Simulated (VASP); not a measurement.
```yaml
crystal:
  lattice:
    - [-1.64381, 1.64381, 1.64381]
    - [1.64381, -1.64381, 1.64381]
    - [1.64381, 1.64381, -1.64381]
  atoms:
    - { symbol: Ta, position: [0.00000, 0.00000, 0.00000] }
```

The numbers are results of revTPSS meta-GGA, VASP's PBE PAW potentials (set 64) (plane waves; VASP), not measurements. Run with 520 eV cut-off, 17×17×17 Γ-centred mesh, tetrahedra with Blöchl corrections, potentials Ta_pv.

Problem. Give the energies of bands 4 to 8 at the high-symmetry points, in eV from the Fermi level.

Solution. 
```json
[
 {"band": "4", "Γ": "-7.92", "H": "-3.90", "N": "-4.42", "P": "-1.24"},
 {"band": "5", "Γ": "0.77", "H": "-3.90", "N": "-1.57", "P": "-1.24"},
 {"band": "6", "Γ": "0.77", "H": "7.02", "N": "1.63", "P": "-1.24"},
 {"band": "7", "Γ": "0.77", "H": "7.02", "N": "4.01", "P": "5.24"},
 {"band": "8", "Γ": "4.10", "H": "7.02", "N": "5.06", "P": "5.24"}
]
```

It has no gap at this level: it comes out as a metal or semimetal.

The compound is Ta in the bcc structure. It was relaxed first.
